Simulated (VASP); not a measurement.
Energy against volume of KZnF3 (cubic perovskite). These are PBE GGA with D4 dispersion, VASP's PBE PAW potentials (set 64) (plane waves; VASP) values and carry that method's errors. Numerical set-up: 520 eV cut-off, 6×6×6 Γ-centred mesh, Gaussian smearing of 0.050 eV, potentials K_sv Zn F.

```
V (Å³/atom)  E (eV/atom)
-----------  -----------
13.033          -4.15723
13.449          -4.16838
13.865          -4.17258
14.281          -4.17098
```

Fit these four points and predict the energy of the run at 14.697 Å³/atom.

A cubic in V^(−2/3), the third-order Birch-Murnaghan form, passes through the four points with V0 = 13.95 Å³/atom and B0 = 72 GPa, and gives -4.1645 eV/atom there. The run gave -4.1644 eV/atom, +0.1 meV/atom from the fit; all five points give B0 = 73 GPa.

The compound is KZnF3 in the cubic perovskite structure. It was relaxed first.
